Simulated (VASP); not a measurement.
The input files of a VASP run:

File POSCAR:
```
BP
1
    0.0000000000     2.2700000000     2.2700000000
    2.2700000000     0.0000000000     2.2700000000
    2.2700000000     2.2700000000     0.0000000000
B P
1 1
Direct
  0.0000000000   0.0000000000   0.0000000000
  0.2500000000   0.2500000000   0.2500000000
```

INCAR:
```
SYSTEM = BP
PREC = Accurate
ENCUT = 520
EDIFF = 1E-6
NELM = 100
ALGO = Normal
LREAL = .FALSE.
LASPH = .TRUE.
ISMEAR = 0
SIGMA = 0.05
GGA = PE
LWAVE = .FALSE.
LCHARG = .FALSE.
ISIF = 2
ISPIN = 2
MAGMOM = 1.0 1.0 1.0
```

**KPOINTS**
```
Automatic mesh
0
Gamma
8 8 8
0 0 0
```

POTCAR, in this order: B P (PBE.64 set). Program: vasp_std.

### Question
One choice in this input is risky. Which, and does it do harm here?

### Answer
The risk: MAGMOM holds more values than there are atoms. Here it does no harm: the run (PBE GGA, plane waves, VASP's PBE PAW potentials (set 64)) converges to the same energy and pressure as with the safe setting.
File OSZICAR:
```
       N       E                     dE             d eps       ncg     rms          rms(c)
DAV:   1     0.109067939633E+02    0.10907E+02   -0.40911E+03  1052   0.801E+02
DAV:   2    -0.124579797758E+02   -0.23365E+02   -0.22747E+02  1536   0.111E+02
DAV:   3    -0.129784566021E+02   -0.52048E+00   -0.51970E+00  1294   0.173E+01
DAV:   4    -0.129803721201E+02   -0.19155E-02   -0.19154E-02  1456   0.110E+00
DAV:   5    -0.129803756750E+02   -0.35549E-05   -0.35548E-05  1249   0.417E-02    0.859E+00
DAV:   6    -0.129509164158E+02    0.29459E-01   -0.15000E+00  1223   0.700E+00    0.444E+00
DAV:   7    -0.128952510891E+02    0.55665E-01   -0.21661E-01  1460   0.302E+00    0.276E+00
DAV:   8    -0.129304468093E+02   -0.35196E-01   -0.22014E-02  1175   0.138E+00    0.124E+00
DAV:   9    -0.129262939123E+02    0.41529E-02   -0.62541E-03  1292   0.501E-01    0.475E-01
DAV:  10    -0.129286349124E+02   -0.23410E-02   -0.74304E-04  1136   0.224E-01    0.125E-01
DAV:  11    -0.129287545519E+02   -0.11964E-03   -0.29701E-04  1185   0.121E-01    0.628E-02
DAV:  12    -0.129287758756E+02   -0.21324E-04   -0.42231E-05  1238   0.509E-02    0.328E-02
DAV:  13    -0.129287758582E+02    0.17446E-07   -0.12309E-06   925   0.761E-03
   1 F= -.12928776E+02 E0= -.12928776E+02  d E =-.173857E-12  mag=     0.0004
```

The compound is BP in the zinc blende structure. The cell was not relaxed at this level.
